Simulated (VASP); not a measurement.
Method: PBEsol GGA, VASP's PBE PAW potentials (set 64) (plane waves; VASP 6.6.1).

VASP input:

### POSCAR
```
PbF2
1
    0.0000000000     2.9474525074     2.9474525074
    2.9474525074     0.0000000000     2.9474525074
    2.9474525074     2.9474525074    -0.0000000000
Pb F
1 2
Direct
  1.0000000000   0.0000000000   0.0000000000
  0.2500000000   0.2500000000   0.2500000000
  0.7500000000   0.7500000000   0.7500000000
```

INCAR:
```
SYSTEM=PbF2
PREC=Accurate; ENCUT=620; LREAL=F
LASPH=T
EDIFF=1E-6; NELM=100; ALGO=Normal
LMAXMIX=4
ISMEAR=0; SIGMA=0.05
GGA=PS
IBRION=2; NSW=40; ISIF=3
EDIFFG=-0.02
LWAVE=F; LCHARG=F
```

**KPOINTS**
```
Automatic mesh
0
Gamma
7 7 7
0 0 0
```

POTCAR, in this order: Pb_d F (PBE.64 set). Program: vasp_std.

The run wrote:

### OSZICAR
```
       N       E                     dE             d eps       ncg     rms          rms(c)
DAV:   1     0.332420010269E+03    0.33242E+03   -0.16724E+04   720   0.204E+03
DAV:   2     0.115808755496E+02   -0.32084E+03   -0.31117E+03   848   0.504E+02
DAV:   3    -0.156856615376E+02   -0.27267E+02   -0.27073E+02   828   0.158E+02
DAV:   4    -0.165153682255E+02   -0.82971E+00   -0.82858E+00   778   0.287E+01
DAV:   5    -0.165424754379E+02   -0.27107E-01   -0.27105E-01   792   0.517E+00    0.711E+00
DAV:   6    -0.149672548071E+02    0.15752E+01   -0.84145E+00   936   0.251E+01    0.262E+00
DAV:   7    -0.149498129845E+02    0.17442E-01   -0.37489E-01   730   0.440E+00    0.148E+00
DAV:   8    -0.149412268929E+02    0.85861E-02   -0.90052E-02   724   0.372E+00    0.460E-01
DAV:   9    -0.149391736410E+02    0.20533E-02   -0.17526E-02   800   0.103E+00    0.959E-02
DAV:  10    -0.149404627512E+02   -0.12891E-02   -0.17446E-03   720   0.432E-01    0.262E-02
DAV:  11    -0.149404705125E+02   -0.77613E-05   -0.97950E-05   786   0.110E-01    0.123E-02
DAV:  12    -0.149404892462E+02   -0.18734E-04   -0.60026E-05   768   0.794E-02    0.113E-02
DAV:  13    -0.149404873743E+02    0.18719E-05   -0.19705E-05   838   0.506E-02    0.221E-03
DAV:  14    -0.149404874339E+02   -0.59564E-07   -0.10006E-06   556   0.769E-03
   1 F= -.14940487E+02 E0= -.14940487E+02  d E =-.149405E+02
```

OUTCAR:
```
------------------------ aborting loop because EDIFF is reached ----------------------------------------
  FORCE on cell =-STRESS in cart. coord.  units (eV):
  Direction    XX          YY          ZZ          XY          YZ          ZX
  --------------------------------------------------------------------------------------
  Total       -0.0348915     -0.0348915     -0.0348915      0.0000000      0.0000000     -0.0000000
  in kB       -1.0915890     -1.0915890     -1.0915890      0.0000000      0.0000000     -0.0000000
  external PRESSURE =      -1.0915890 kB  Pullay stress =       0.0000000 kB
  volume of cell :       51.21
      direct lattice vectors                 reciprocal lattice vectors
     0.000000000  2.947452507  2.947452507    -0.169638017  0.169638017  0.169638017
     2.947452507  0.000000000  2.947452507     0.169638017 -0.169638017  0.169638017
     2.947452507  2.947452507  0.000000000     0.169638017  0.169638017 -0.169638017
 POSITION                                       TOTAL-FORCE (eV/Angst)
 -----------------------------------------------------------------------------------
      0.00000      0.00000      0.00000        -0.000000      0.000000      0.000000
      1.47373      1.47373      1.47373         0.000000      0.000000      0.000000
      4.42118      4.42118      4.42118        -0.000000     -0.000000     -0.000000
 -----------------------------------------------------------------------------------
    total drift:                                0.000000      0.000000      0.000000
  FREE ENERGIE OF THE ION-ELECTRON SYSTEM (eV)
  ---------------------------------------------------
  free  energy   TOTEN  =       -14.9404874339 eV

  energy  without entropy=      -14.9404874339  energy(sigma->0) =      -14.94048743

 reached required accuracy - stopping structural energy minimisation
```
(Selected blocks of OUTCAR.)

The compound is PbF2 in the fluorite structure, the β form. It was relaxed first.
